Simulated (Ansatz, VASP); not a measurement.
# Cross-check of Si14H6O between VASP and Ansatz

One calculation is typed for both programs; each brings its own data sets. How far apart do they land? Of the first pair: The structure shown is the start of the Ansatz relaxation below; VASP solves that cell, so the two are compared at the walk's first step.

Program: Ansatz 0.2.0. Level of theory: plane waves, with VASP 6.6.1 beside it; single point at PBE. Results are calculated unless marked as measured.

## Step 1: Starting point

The cell holds 21 atoms: 14 Si, 6 H and 1 O. Cell: a = 7.735 Å, b = 3.868 Å, c = 25.759 Å, α = 90.0°, β = 90.0°, γ = 90.0°. It derives from Si. Vacuum lies along c.

## Step 2: Ansatz: relaxation, PBE

Ansatz runs on its PAW soft_1 files.

The two programs are compared at the cell with which this relaxation starts, whose forces are those of its first step.

input.yaml reads:

```yaml
crystal:
  lattice:
    - [7.7354058354, 0.0, 0.0]
    - [0.0, 3.8677029177, 0.0]
    - [0.0, 0.0, 25.7594716919]
  atoms:
    - { symbol: Si, position: [0.0, 0.0, 0.325881] }
    - { symbol: Si, position: [0.5, 0.0, 0.325881] }
    - { symbol: Si, position: [0.25, 0.0, 0.378966] }
    - { symbol: Si, position: [0.75, 0.0, 0.378966] }
    - { symbol: Si, position: [0.25, 0.5, 0.432051] }
    - { symbol: Si, position: [0.75, 0.5, 0.432051] }
    - { symbol: Si, position: [0.0, 0.5, 0.485136] }
    - { symbol: Si, position: [0.5, 0.5, 0.485136] }
    - { symbol: Si, position: [0.0, 0.0, 0.538221] }
    - { symbol: Si, position: [0.5, 0.0, 0.538221] }
    - { symbol: Si, position: [0.25, 0.0, 0.591306] }
    - { symbol: Si, position: [0.75, 0.0, 0.591306] }
    - { symbol: Si, position: [0.346175, 0.5, 0.638547] }
    - { symbol: Si, position: [0.653825, 0.5, 0.638547] }
    - { symbol: H, position: [0.0, 0.317043, 0.292211] }
    - { symbol: H, position: [0.0, 0.682957, 0.292211] }
    - { symbol: H, position: [0.5, 0.317043, 0.292211] }
    - { symbol: H, position: [0.5, 0.682957, 0.292211] }
    - { symbol: H, position: [0.285213, 0.5, 0.691992] }
    - { symbol: O, position: [0.728661, 0.5, 0.704156] }
    - { symbol: H, position: [0.853493, 0.5, 0.707789] }
  periodic: [true, true, false]
kpoints:
  mp_grid: { grid: [4, 8, 1] }
hamiltonian:
  xc: pbe
  pseudopotentials: { kind: paw, azcp: { folder: soft_1 } }
scf:
  occupations: { method: gaussian, width: 0.03 }
output:
  forces: true
  eigenvalues: true
relax:
  adjacent_minimum: "off"
  f_tol: 0.003
  max_steps: 120
  constraints: [{ sites: [0, 1, 2, 3, 14, 15, 16, 17] }]
```

Run with:

```console
$ ansatz run input.yaml --threads 8 --pin off --max-ram 20480MiB --backend cpu --events-out ev --progress --plain --runs-dir out
```

Numbers of over 12 decimals in the logs are rounded to 6 here.

What it wrote:

```text
Warning: crystal.periodic: the lattice vector that does not repeat stood 0.000° off the slab's normal, 25.759 Å along it as the deck builds it. The run solves the slab on a vector along the normal, 45.210 Å long, with every atom where it was (on the deck's vector they left 15.05 Å outside them, and the widest stretch free of ions among them is 1.38 Å). A fractional position that the run reports is one of the run's ce [...]
The last accepted step is kept in <dir> (removed where the run ends without a failure and the disk answers)
crystal.periodic: the lattice vector that does not repeat stood 0.000° off the slab's normal, 25.759 Å along it as the deck builds it. The run solves the slab on a vector along the normal, 45.210 Å long, with every atom where it was (on the deck's vector they left 15.05 Å outside them, and the widest stretch free of ions among them is 1.38 Å). A fractional position that the run reports is one of the run's cell, which [...]
Engine: ansatz 0.2.0, aarch64-unknown-linux-gnu
Pseudopotentials: kind: paw
Pseudopotential: Si, paw, valence charge 4, recommended cutoff 420 eV (normal), soft_1/Si.paw.azcp
Pseudopotential: H, paw, valence charge 1, recommended cutoff 420 eV (normal), soft_1/H.paw.azcp
Pseudopotential: O, paw, valence charge 6, recommended cutoff 420 eV (normal), soft_1/O.paw.azcp
[...]
SCF iter   2: F=—  HF=-9563.064945 eV  |F-HF|=—  |Δ(HF+E_count)|=   6.61e-5  Δρ=1.11e-4  dr2=7.14e-5  ethr=5.38e-7  ⟨swp⟩=2.4  Hψ=1385  notcnv=0  defer=218
SCF iter   3: F=—  HF=-9563.064960 eV  |F-HF|=—  |Δ(HF+E_count)|=   1.55e-5  Δρ=1.51e-5  dr2=1.51e-5  ethr=1.05e-7  ⟨swp⟩=2.2  Hψ=1164  notcnv=0  defer=218
SCF iter   4: F=—  HF=-9563.064958 eV  |F-HF|=—  |Δ(HF+E_count)|=   2.46e-6  Δρ=9.47e-6  dr2=1.81e-5  ethr=2.23e-8  ⟨swp⟩=3.1  Hψ=1152  notcnv=0  defer=218
SCF iter   5: F=—  HF=-9563.064956 eV  |F-HF|=—  |Δ(HF+E_count)|=   1.32e-6  Δρ=4.66e-6  dr2=1.23e-6  ethr=2.23e-8  ⟨swp⟩=1.9  Hψ=687  notcnv=0  defer=218
SCF iter   6: F=—  HF=-9563.064907 eV  |F-HF|=—  |Δ(HF+E_count)|=   4.96e-5  Δρ=1.60e-6  dr2=1.07e-7  ethr=1.81e-9  ⟨swp⟩=2.2  Hψ=926  notcnv=0  defer=218
SCF iter   7: F=—  HF=-9563.064907 eV  |F-HF|=—  |Δ(HF+E_count)|=   8.37e-9  Δρ=6.38e-7  dr2=1.70e-8  ethr=1.57e-10  ⟨swp⟩=2.3  Hψ=1036  notcnv=0  defer=218
SCF iter   8: F=-9563.064907 eV  HF=-9563.064907 eV  |F-HF|=2.68e-9  |Δ(HF+E_count)|=   4.48e-9  Δρ=2.93e-7  dr2=1.40e-9  ethr=1.32e-11  ⟨swp⟩=15.9  Hψ=5312  notcnv=0
SCF 7 converged in 8 iterations: F = -9563.064907 eV  dr2 = 1.40e-9
relax step   7: F+E_penalty+E_count = -9563.06490661 eV  Δ(F+E_penalty+E_count) = -2.160e-5 eV  max|allowed force component| = 6.566e-3 eV/Å  Δτ_max = 0.0050 Å  (8 SCF iters, accepted)
SCF iter   1: F=—  HF=-9563.064959 eV  |F-HF|=—  |Δ(HF+E_count)|=         —  Δρ=6.52e-5  dr2=3.21e-5  ethr=6.55e-7  ⟨swp⟩=2.0  Hψ=1676  notcnv=0  defer=166
preconditioner: auto → Resta (q_TF=auto, 1.657 Å⁻¹)  ε∞=1.9  [insulator: Δε(μ)=1.061 eV  Ē_g=8.472 eV  σ=0.030 eV  W_gap=1.00  n_scr=84 (ndim 8)  ℏωp=8.2 eV  f_vac=0.712  D(μ)=0.00/eV (n_scr^D=0)  ε∞_Penn≈1.9  vacuum switching on, ρ_ref=5.2e-3 e/Å³]
SCF iter   2: F=—  HF=-9563.064971 eV  |F-HF|=—  |Δ(HF+E_count)|=   1.21e-5  Δρ=3.27e-5  dr2=7.29e-6  ethr=4.72e-8  ⟨swp⟩=2.5  Hψ=1487  notcnv=0  defer=166
SCF iter   3: F=—  HF=-9563.064921 eV  |F-HF|=—  |Δ(HF+E_count)|=   5.03e-5  Δρ=1.44e-5  dr2=3.16e-6  ethr=1.07e-8  ⟨swp⟩=2.0  Hψ=1114  notcnv=0  defer=166
SCF iter   4: F=—  HF=-9563.064921 eV  |F-HF|=—  |Δ(HF+E_count)|=   5.85e-7  Δρ=2.96e-6  dr2=2.69e-7  ethr=4.65e-9  ⟨swp⟩=2.6  Hψ=1166  notcnv=0  defer=166
SCF iter   5: F=—  HF=-9563.064921 eV  |F-HF|=—  |Δ(HF+E_count)|=   9.86e-9  Δρ=1.34e-6  dr2=6.92e-8  ethr=3.95e-10  ⟨swp⟩=2.8  Hψ=1069  notcnv=0  defer=166
SCF iter   6: F=-9563.064921 eV  HF=-9563.064921 eV  |F-HF|=7.89e-10  |Δ(HF+E_count)|=  1.86e-10  Δρ=3.89e-7  dr2=5.48e-9  ethr=1.32e-11  ⟨swp⟩=11.6  Hψ=5322  notcnv=0
SCF 8 converged in 6 iterations: F = -9563.064921 eV  dr2 = 5.48e-9
relax step   8: F+E_penalty+E_count = -9563.06492054 eV  Δ(F+E_penalty+E_count) = -1.392e-5 eV  max|allowed force component| = 9.042e-4 eV/Å  Δτ_max = 0.0023 Å  (6 SCF iters, accepted)
SCF converged after 6 iterations
Free energy (F): -9563.064921 eV
Harris-Foulkes:  -9563.064921 eV  (|F-HF|=7.89e-10)
Internal energy: -9563.064921 eV  (E = F + TS)
E sigma→0 (E₀):  -9563.064921 eV
Fermi energy:    -4.394548 eV
--- Per-component energies (eV) ---
  E_band       = -689.231785
  E_kinetic    = 815.577973
  E_local      = -105089.518282  (includes V_loc(G=0)·N_el)
  E_nonlocal   = 374.211002
  E_hartree    = 52052.413289
  E_xc         = -911.622861
  E_vxc        = -823.472800  (∫ρ·V_xc dr)
  E_paw        = -7328.814477  (= ΣΔE_a)
  E_vpaw       = -70.856813  (= ΣTr[D̂ρ^β])
  E_aug_tail   = -0.004576  (compensation charges beyond the density's cutoff)
  E_ewald      = 50524.693011
  E_smearing   = -0.000000  (= −TS)
  E_closure    = 0.000000  (closes the sum)
  Σ components = -9563.064921   (vs F -9563.064921, Δ=0.00e0)
--- Forces (eV/Å), atoms counted from 1 ---
  atom   1  Si     0.00107644     0.00000000     0.08906701
  atom   2  Si    -0.00083617     0.00000000     0.18377398
  atom   3  Si    -0.21839206     0.00000000    -0.15266960
  atom   4  Si     0.21694180     0.00000000    -0.15945094
  atom   5  Si     0.00022756     0.00000000     0.00002952
  atom   6  Si     0.00006110     0.00000000     0.00005594
  atom   7  Si     0.00056175     0.00000000     0.00014693
  atom   8  Si    -0.00061128     0.00000000     0.00001902
  atom   9  Si    -0.00010664     0.00000000     0.00009882
  atom  10  Si     0.00015834     0.00000000    -0.00009446
  atom  11  Si     0.00039304     0.00000000    -0.00006154
  atom  12  Si    -0.00050964     0.00000000     0.00002515
  atom  13  Si     0.00008828     0.00000000    -0.00028075
  atom  14  Si     0.00090422     0.00000000     0.00025200
  atom  15  H      0.00007324    -0.58629712    -0.00052108
  atom  16  H      0.00007324     0.58629712    -0.00052108
  atom  17  H      0.00015948    -0.57826068     0.02023903
  atom  18  H      0.00015948     0.57826068     0.02023903
  atom  19  H     -0.00009005     0.00000000     0.00034371
  atom  20  O     -0.00073284     0.00000000    -0.00047715
  atom  21  H      0.00040601     0.00000000    -0.00020316
  max |Σ_I F_I| component: 1.04e-5 eV/Å
--- Band table (eV; the first three rows and the last of 15) ---
  k-point 0: bands = ["-25.2286", "-16.2427", "-15.6258", "-14.6488", "-14.2866", "-14.2787", "-14.0258", "-13.7583", "-13.4325", "-12.5503", "-11.3386", "-10.9894", "-10.7456", "-10.0628", "-9.2876", "-9.1621", "-8.4602", "-8.3238", "-7.8640", "-7.3881", "-7.3107", "-7.1467", "-6.8847", "-6.6702", "-6.4494", "-6.3845", "-6.2041", "-6.0978", "-5.8454", "-5.8415", "-5.4973", "-5.3305", "-5.2240", "-5.0233", "-3.8641", [...]
  k-point 1: bands = ["-25.2248", "-16.1110", "-15.5035", "-14.5479", "-14.1559", "-14.1447", "-13.9215", "-13.6320", "-13.3703", "-12.4633", "-11.3555", "-10.9563", "-10.7479", "-10.1217", "-9.4375", "-9.1445", "-8.6646", "-8.4832", "-7.9992", "-7.8177", "-7.7658", "-7.1861", "-7.0775", "-6.9436", "-6.8583", "-6.7454", "-6.5683", "-6.5212", "-6.3133", "-6.1686", "-5.9825", "-5.6832", "-5.3206", "-5.2122", "-3.4554", [...]
  k-point 2: bands = ["-25.2156", "-15.7229", "-15.1515", "-14.2888", "-13.7710", "-13.7559", "-13.6610", "-13.2730", "-13.2026", "-12.2208", "-11.5013", "-10.9894", "-10.8602", "-10.4688", "-10.0786", "-9.3074", "-9.2161", "-9.0451", "-8.6452", "-8.2691", "-8.0383", "-7.9742", "-7.7899", "-7.6416", "-7.5538", "-7.3166", "-6.9608", "-6.7634", "-6.5875", "-6.4785", "-6.0828", "-6.0005", "-5.6349", "-5.2415", "-3.0744" [...]
  k-point 14: bands = ["-25.2025", "-14.1491", "-13.9457", "-13.7754", "-13.7389", "-13.7257", "-13.7201", "-13.5536", "-12.6407", "-11.2954", "-11.2125", "-11.1142", "-11.0324", "-10.9170", "-10.7444", "-10.6681", "-10.5461", "-10.4954", "-8.9845", "-8.7405", "-8.5998", "-8.1110", "-7.9397", "-7.7123", "-7.5852", "-7.5434", "-7.3080", "-7.2160", "-7.0611", "-7.0584", "-6.7089", "-6.6421", "-6.6354", "-6.3015", "-3.0083", "-2.9703", "-2.9331", "-2.7137", "-2.4727", "-2.4456", "-2.0416", "-1.7793", "-1.4168", "-1.1556", "-1.0352", "-0.8578", "-0.6734", "-0.2360", "-0.0936", "0.5114", "0.6637", "0.9078", "0.9945", "1.0508", "1.0991"]
  ° read free of the cell's end (the report's vacuum.weakly_bound_levels)
--- Relaxed structure (8 steps of the walk, 8 accepted, 0 SCFs on fresh bases) ---
  F+E_penalty+E_count = -9563.06492054 eV   max|allowed force component| = 9.042e-4 eV/Å
  cell:  # Å, volume = 1352.6083 Å³
    - [7.7354058354, 0.0, 0.0]
    - [0.0, 3.8677029177, 0.0]
    - [0.0, 0.0, 45.210139]
  atoms:
    - { symbol: Si, position: [0.0, 0.0, 0.185678] }
    - { symbol: Si, position: [0.5, 0.0, 0.185678] }
    - { symbol: Si, position: [0.25, 0.0, 0.215924] }
    - { symbol: Si, position: [0.75, 0.0, 0.215924] }
    - { symbol: Si, position: [0.246054, 0.5, 0.246089] }
    - { symbol: Si, position: [0.754095, 0.5, 0.246059] }
    - { symbol: Si, position: [-0.000160247, 0.5, 0.278013] }
    - { symbol: Si, position: [0.500230, 0.5, 0.274490] }
    - { symbol: Si, position: [-0.00154372, 0.0, 0.309091] }
    - { symbol: Si, position: [0.499340, 0.0, 0.303835] }
    - { symbol: Si, position: [0.262173, 0.0, 0.336697] }
    - { symbol: Si, position: [0.735685, 0.0, 0.337052] }
    - { symbol: Si, position: [0.341138, 0.5, 0.363657] }
    - { symbol: Si, position: [0.653925, 0.5, 0.364326] }
    - { symbol: H, position: [0.0, 0.317043, 0.166494] }
    - { symbol: H, position: [0.0, 0.682957, 0.166494] }
    - { symbol: H, position: [0.5, 0.317043, 0.166494] }
    - { symbol: H, position: [0.5, 0.682957, 0.166494] }
    - { symbol: H, position: [0.271313, 0.5, 0.394727] }
    - { symbol: O, position: [0.712970, 0.5, 0.399978] }
    - { symbol: H, position: [0.835910, 0.5, 0.404103] }
```

(Part 1 of 3 ends here.)

[Lines on the potential files, build, host, timing and source positions are cut from VASP's logs without a mark.]

[Logs are printed without paths, hosts, clocks, repeated set-up lines and the standing remarks that a program may print on its own settings, such as how far it seeks lower states.]

[Hosts, paths, dates, database ids (printed as entryN), source tags and the programs' standing remarks are cut or masked in the printed files.]
